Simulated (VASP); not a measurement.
Output of a VASP run:

File OUTCAR:
```
 ion  position               nearest neighbor table
   1  0.000  0.000  0.500-   2 2.53   2 2.53   4 2.59   3 2.59   4 2.59   3 2.59   4 2.59   3 2.59
  LATTYP: Found a hexagonal cell.
 ALAT       =     3.9058703862
 C/A-ratio  =     1.2944311096
 Subroutine PRICEL returns:
 Original cell was already a primitive cell.
 Subroutine GETGRP returns: Found 24 space group operations
The static configuration has the point symmetry D_3d.
 The point group associated with its full space group is D_6h.
The dynamic configuration has the point symmetry D_3d.
 Subroutine INISYM returns: Found 24 space group operations
 Subroutine IBZKPT returns following result:
 Found     48 irreducible k-points:

 Following reciprocal coordinates:
            Coordinates               Weight
  0.000000  0.000000  0.000000      1.000000
  0.111111  0.000000  0.000000      6.000000
  0.222222 -0.000000  0.000000      6.000000
  0.333333 -0.000000  0.000000      6.000000
  0.444444 -0.000000  0.000000      6.000000
  0.111111  0.111111  0.000000      6.000000
  0.222222  0.111111  0.000000     12.000000
  0.333333  0.111111  0.000000     12.000000
  0.444444  0.111111  0.000000      6.000000
  0.222222  0.222222  0.000000      6.000000
  0.333333  0.222222  0.000000     12.000000
  0.333333  0.333333  0.000000      2.000000
  0.000000  0.000000  0.166667      2.000000
  0.111111  0.000000  0.166667     12.000000
  0.222222 -0.000000  0.166667     12.000000
  0.333333 -0.000000  0.166667     12.000000
  0.444444 -0.000000  0.166667     12.000000
  0.111111  0.111111  0.166667     12.000000
  0.222222  0.111111  0.166667     24.000000
  0.333333  0.111111  0.166667     24.000000
  0.444444  0.111111  0.166667     12.000000
  0.222222  0.222222  0.166667     12.000000
  0.333333  0.222222  0.166667     24.000000
  0.333333  0.333333  0.166667      4.000000
  0.000000  0.000000  0.333333      2.000000
  0.111111  0.000000  0.333333     12.000000
  0.222222 -0.000000  0.333333     12.000000
  0.333333 -0.000000  0.333333     12.000000
  0.444444 -0.000000  0.333333     12.000000
  0.111111  0.111111  0.333333     12.000000
  0.222222  0.111111  0.333333     24.000000
  0.333333  0.111111  0.333333     24.000000
  0.444444  0.111111  0.333333     12.000000
  0.222222  0.222222  0.333333     12.000000
  0.333333  0.222222  0.333333     24.000000
  0.333333  0.333333  0.333333      4.000000
  0.000000  0.000000  0.500000      1.000000
  0.111111  0.000000  0.500000      6.000000
  0.222222 -0.000000  0.500000      6.000000
  0.333333 -0.000000  0.500000      6.000000
   k-points           NKPTS =     48   k-points in BZ     NKDIM =     48   number of bands    NBANDS=     19
   number of dos      NEDOS =    301   number of ions     NIONS =      4
   total plane-waves  NPLWV =  36000
   dimension x,y,z NGX =    30 NGY =   30 NGZ =   40
   dimension x,y,z NGXF=    60 NGYF=   60 NGZF=   80
   ions per type =               2   2
   PREC   = accura    normal or accurate (medium, high low for compatibility)
   ISTART =      0    job   : 0-new  1-cont  2-samecut
   ICHARG =      2    charge: 1-file 2-atom 10-const
   ISPIN  =      1    spin polarized calculation?
   LNONCOLLINEAR =      F non collinear calculations
   LSORBIT =      F    spin-orbit coupling
   INIWAV =      1    electr: 0-lowe 1-rand  2-diag
   ENCUT  =  520.0 eV  38.22 Ry    6.18 a.u.   7.26  7.26  9.40*2*pi/ulx,y,z
   NELM   =    100;   NELMIN=  2; NELMDL= -5     # of ELM steps
   EDIFF  = 0.1E-06   stopping-criterion for ELM
   LREAL  =      F    real-space projection
   NLSPLINE    = F    spline interpolate recip. space projectors
   LMAXMIX     =    4 max onsite mixed and CHGCAR
   VOSKOWN=      0    Vosko Wilk Nusair interpolation
   EDIFFG = -.1E-01   stopping-criterion for IOM
   NSW    =     30    number of steps for IOM
   NBLOCK =      1;   KBLOCK =     30    inner block; outer block
...
```

**OSZICAR**
```
       N       E                     dE             d eps       ncg     rms          rms(c)
DAV:   1     0.253796138564E+03    0.25380E+03   -0.14695E+04  1824   0.193E+03
DAV:   2     0.531267320516E+02   -0.20067E+03   -0.19526E+03  1836   0.386E+02
DAV:   3     0.397627181954E+02   -0.13364E+02   -0.13089E+02  2100   0.135E+02
DAV:   4     0.394012255313E+02   -0.36149E+00   -0.35739E+00  2108   0.203E+01
DAV:   5     0.393882370171E+02   -0.12989E-01   -0.12984E-01  2327   0.412E+00    0.114E+01
DAV:   6     0.264520032649E+02   -0.12936E+02   -0.25261E+01  1875   0.885E+01    0.721E+00
DAV:   7     0.242355940326E+02   -0.22164E+01   -0.70768E+00  2064   0.474E+01    0.626E+00
DAV:   8     0.244717479059E+02    0.23615E+00   -0.13908E+00  2131   0.212E+01    0.134E+00
DAV:   9     0.246863245567E+02    0.21458E+00   -0.29119E-01  2386   0.779E+00    0.692E-01
DAV:  10     0.244687031463E+02   -0.21762E+00   -0.71022E-02  1900   0.311E+00    0.199E-01
DAV:  11     0.244679670999E+02   -0.73605E-03   -0.27498E-03  1965   0.481E-01    0.108E-01
DAV:  12     0.244692367989E+02    0.12697E-02   -0.24385E-03  1869   0.601E-01    0.486E-02
DAV:  13     0.244675349339E+02   -0.17019E-02   -0.89876E-04  1971   0.382E-01    0.315E-02
DAV:  14     0.244674200317E+02   -0.11490E-03   -0.10354E-04  2485   0.159E-01    0.186E-02
DAV:  15     0.244674416989E+02    0.21667E-04   -0.33580E-05  2038   0.104E-01    0.121E-02
DAV:  16     0.244674230249E+02   -0.18674E-04   -0.11359E-05  2043   0.656E-02    0.366E-03
DAV:  17     0.244674248477E+02    0.18229E-05   -0.60297E-07  1893   0.112E-02    0.247E-03
DAV:  18     0.244674243834E+02   -0.46432E-06   -0.12951E-08  1017   0.142E-03    0.218E-03
DAV:  19     0.244674257337E+02    0.13503E-05   -0.48642E-08   966   0.354E-03    0.777E-04
DAV:  20     0.244674240869E+02   -0.16468E-05   -0.34783E-08   942   0.288E-03    0.199E-04
DAV:  21     0.244674242590E+02    0.17206E-06   -0.40720E-09   948   0.722E-04    0.234E-04
DAV:  22     0.244674242620E+02    0.29845E-08   -0.69198E-10   945   0.293E-04
   1 F= 0.24467424E+02 E0= 0.24467401E+02  d E =0.244674E+02
       N       E                     dE             d eps       ncg     rms          rms(c)
DAV:   1     0.244673374106E+02   -0.86848E-04   -0.23908E-03  1911   0.411E-01    0.555E-02
DAV:   2     0.244673754807E+02    0.38070E-04   -0.10265E-04  2498   0.168E-01    0.397E-02
DAV:   3     0.244673745512E+02   -0.92947E-06   -0.12487E-04  2020   0.219E-01    0.338E-02
DAV:   4     0.244673931414E+02    0.18590E-04   -0.38873E-05  2230   0.114E-01    0.325E-03
DAV:   5     0.244673947581E+02    0.16167E-05   -0.49119E-06  1857   0.241E-02    0.205E-03
DAV:   6     0.244673943732E+02   -0.38492E-06   -0.41437E-07  1844   0.681E-03    0.164E-03
DAV:   7     0.244673950923E+02    0.71912E-06   -0.32562E-07  1634   0.662E-03    0.118E-03
DAV:   8     0.244673942801E+02   -0.81223E-06   -0.49845E-07  1785   0.783E-03    0.319E-04
DAV:   9     0.244673944172E+02    0.13705E-06   -0.22146E-08   933   0.228E-03    0.903E-05
DAV:  10     0.244673943311E+02   -0.86051E-07   -0.33367E-09   927   0.784E-04
   2 F= 0.24467394E+02 E0= 0.24467354E+02  d E =-.299309E-04
```

**OUTCAR**
```
------------------------ aborting loop because EDIFF is reached ----------------------------------------
  FORCE on cell =-STRESS in cart. coord.  units (eV):
  Direction    XX          YY          ZZ          XY          YZ          ZX
  --------------------------------------------------------------------------------------
  Total       -0.0828232     -0.0828232     -0.0550406      0.0000000      0.0000000     -0.0000000
  in kB       -1.9865500     -1.9865502     -1.3201731      0.0000000      0.0000000     -0.0000000
  external PRESSURE =      -1.7644244 kB  Pullay stress =       0.0000000 kB
  volume of cell :       66.80
      direct lattice vectors                 reciprocal lattice vectors
     1.952367018 -3.381599030 -0.000000000     0.256099389 -0.147859044  0.000000000
     1.952367018  3.381599030  0.000000000     0.256099389  0.147859044 -0.000000000
     0.000000000  0.000000000  5.058822919     0.000000000 -0.000000000  0.197674442
 POSITION                                       TOTAL-FORCE (eV/Angst)
 -----------------------------------------------------------------------------------
      3.90473      0.00000      2.52941        -0.000000     -0.000000     -0.000000
      3.90473      0.00000      0.00000        -0.000000     -0.000000     -0.000000
      1.95237      1.12720      1.26471         0.000000      0.000000      0.000000
      1.95237     -1.12720      3.79412        -0.000000      0.000000     -0.000000
 -----------------------------------------------------------------------------------
    total drift:                                0.000000      0.000000     -0.000000
  FREE ENERGIE OF THE ION-ELECTRON SYSTEM (eV)
  ---------------------------------------------------
  free  energy   TOTEN  =        24.4673943311 eV

  energy  without entropy=       24.4672736366  energy(sigma->0) =       24.46735410

 reached required accuracy - stopping structural energy minimisation
```
(Selected blocks of OUTCAR.)

### POSCAR
```
NiSb
1
    1.9529351237    -3.3825830184     0.0000000000
    1.9529351237     3.3825830184     0.0000000000
    0.0000000000     0.0000000000     5.0558801378
Ni Sb
2 2
Direct
  0.0000000000   0.0000000000   0.5000000000
  0.0000000000   0.0000000000   0.0000000000
  0.3333330000   0.6666670000   0.2500000000
  0.6666670000   0.3333330000   0.7500000000
```

Q: Write an INCAR and KPOINTS that could have produced this output.

A: This is not unique; one that fits is the input of the run itself, revTPSS meta-GGA, plane waves, VASP's PBE PAW potentials (set 64).

File KPOINTS:
```
Automatic mesh
0
gamma
 9 9 6
0 0 0
```

INCAR:
```
IBRION = 2   # conjugate gradients
SIGMA = 0.1   # width (eV)
ENCUT = 520   # plane-wave cut-off (eV)
ISIF = 4   # ions and shape, fixed volume
LREAL = .FALSE.
PREC = Accurate
LCHARG = .FALSE.
ALGO = Normal   # blocked Davidson
NSW = 30   # most ionic steps
EDIFF = 1E-7   # SCF stop (eV)
SYSTEM = NiSb
ISMEAR = 1   # Methfessel-Paxton
NELM = 100   # most electronic steps
EDIFFG = -0.01   # ionic stop
METAGGA = RTPSS
LASPH = .TRUE.   # aspherical one-centre terms
LWAVE = .FALSE.
LMAXMIX = 4
LMIXTAU = .TRUE.
```

POTCAR, in this order: Ni Sb (PBE.64 set). Program: vasp_std.

The compound is NiSb in the NiAs type structure. This run relaxes it. Symmetry was kept, so distortions that lower it aren't found. The run is not spin-polarised, so no magnetic state was tried.
